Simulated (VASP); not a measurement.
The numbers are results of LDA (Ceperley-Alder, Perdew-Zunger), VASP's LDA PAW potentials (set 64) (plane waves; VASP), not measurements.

Input for VASP

KPOINTS:
```
kpoints
0
G
  8 8 8
0 0 0
```

**POSCAR**
```
AgCl
1
    0.0000000000     2.6764816280     2.6764816280
    2.6764816280    -0.0000000000     2.6764816280
    2.6764816280     2.6764816280     0.0000000000
Ag Cl
1 1
Direct
  0.0000000000   0.0000000000   0.0000000000
  0.5000000000   0.5000000000   0.5000000000
```

**INCAR**
```
SYSTEM = AgCl
PREC = Accurate
ENCUT = 400
EDIFF = 1E-6
NELM = 100
ALGO = Normal
LREAL = .FALSE.
LASPH = .TRUE.
ISMEAR = 0
SIGMA = 0.05
LMAXMIX = 4
LWAVE = .FALSE.
LCHARG = .FALSE.
IBRION = 2
ISIF = 3
NSW = 60
EDIFFG = -0.01
```

POTCAR, in this order: Ag Cl (LDA.64 set). Program: vasp_std.

The run wrote:

### OSZICAR
```
       N       E                     dE             d eps       ncg     rms          rms(c)
DAV:   1     0.791724595462E+02    0.79172E+02   -0.77616E+03   826   0.102E+03
DAV:   2    -0.415505990261E+01   -0.83328E+02   -0.78291E+02   914   0.225E+02
DAV:   3    -0.692913146134E+01   -0.27741E+01   -0.27671E+01   874   0.442E+01
DAV:   4    -0.694828802863E+01   -0.19157E-01   -0.19155E-01   874   0.415E+00
DAV:   5    -0.694854755018E+01   -0.25952E-03   -0.25952E-03   874   0.470E-01    0.890E+00
DAV:   6    -0.680181267754E+01    0.14673E+00   -0.32302E-01   817   0.831E+00    0.580E+00
DAV:   7    -0.679520912367E+01    0.66036E-02   -0.72323E-02   774   0.219E+00    0.219E+00
DAV:   8    -0.679292775155E+01    0.22814E-02   -0.39664E-03   809   0.713E-01    0.273E-01
DAV:   9    -0.679284320652E+01    0.84545E-04   -0.47853E-04   864   0.289E-01    0.331E-02
DAV:  10    -0.679284754786E+01   -0.43413E-05   -0.12651E-05   794   0.414E-02    0.139E-02
DAV:  11    -0.679284861102E+01   -0.10632E-05   -0.13971E-06   572   0.117E-02    0.372E-03
DAV:  12    -0.679284851917E+01    0.91851E-07   -0.13851E-07   402   0.471E-03
   1 F= -.67928485E+01 E0= -.67928485E+01  d E =-.679285E+01
       N       E                     dE             d eps       ncg     rms          rms(c)
DAV:   1    -0.679362062156E+01   -0.77201E-03   -0.13602E-02   754   0.130E+00    0.190E-01
DAV:   2    -0.679292002799E+01    0.70059E-03   -0.20526E-03   754   0.561E-01    0.641E-02
DAV:   3    -0.679287757581E+01    0.42452E-04   -0.12302E-04   764   0.890E-02    0.422E-02
DAV:   4    -0.679287347707E+01    0.40987E-05   -0.50442E-06   809   0.197E-02    0.136E-02
DAV:   5    -0.679287305280E+01    0.42427E-06   -0.82201E-07   407   0.160E-02
   2 F= -.67928731E+01 E0= -.67928731E+01  d E =-.245336E-04
```

File OUTCAR:
```
------------------------ aborting loop because EDIFF is reached ----------------------------------------
  FORCE on cell =-STRESS in cart. coord.  units (eV):
  Direction    XX          YY          ZZ          XY          YZ          ZX
  --------------------------------------------------------------------------------------
  Total        0.0111009      0.0111009      0.0111009      0.0000000      0.0000000     -0.0000000
  in kB        0.4647595      0.4647595      0.4647595      0.0000000      0.0000000     -0.0000000
  external PRESSURE =       0.4647595 kB  Pullay stress =       0.0000000 kB
  volume of cell :       38.27
      direct lattice vectors                 reciprocal lattice vectors
    -0.000000000  2.674673723  2.674673723    -0.186938689  0.186938689  0.186938689
     2.674673723  0.000000000  2.674673723     0.186938689 -0.186938689  0.186938689
     2.674673723  2.674673723  0.000000000     0.186938689  0.186938689 -0.186938689
  FREE ENERGIE OF THE ION-ELECTRON SYSTEM (eV)
  ---------------------------------------------------
  free  energy   TOTEN  =        -6.7928730528 eV

  energy  without entropy=       -6.7928730528  energy(sigma->0) =       -6.79287305

 reached required accuracy - stopping structural energy minimisation
```
(Selected blocks of OUTCAR.)

### CONTCAR
```
AgCl
   1.00000000000000
    -0.0000000000000000    2.6746737227729058    2.6746737227729058
     2.6746737227729058    0.0000000000000000    2.6746737227729058
     2.6746737227729058    2.6746737227729058    0.0000000000000000
  Ag              Cl
     1     1
Direct
     1.0000000000000000    1.0000000000000000    1.0000000000000000
     0.5000000000000000    0.5000000000000000    0.5000000000000000
```

The structure comes from a computed database's AgCl entry (Fm-3m); how it stands against other phases isn't given here. This run relaxes it. Symmetry was kept, so distortions that lower it aren't found. The start is the result of an earlier pass.
